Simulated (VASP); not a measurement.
Consider the following.

```xyz
1
Lattice="-3.1110 3.1110 3.1110 3.1110 -3.1110 3.1110 3.1110 3.1110 -3.1110" Properties=species:S:1:pos:R:3 pbc="T T T"
Cs     0.0000     0.0000     0.0000
```

These are PBE GGA, VASP's PBE PAW potentials (set 64) (plane waves; VASP) values and carry that method's errors. Run with EDIFF = 1E-3, 400 eV cut-off, 8×8×8 Γ-centred mesh, first-order Methfessel-Paxton smearing of 0.10 eV, potentials Cs_sv.

Unless said otherwise, spin-orbit coupling is left out, though it shifts the bands of the heavy elements here.

### Question
What does the run give for the energy per atom (σ→0), band gap (on the k-mesh) with the smallest direct gap where there is one?

### Answer

The band gap (on the k-mesh) comes out as none (metal, semimetal or under 0.01 eV). The energy per atom (σ→0) is -0.842 eV/atom.

The compound is Cs in the bcc structure. The cell was not relaxed at this level. The run is one of a series of settings (EDIFF = 1E-3 against the base run), some of them coarse on purpose.
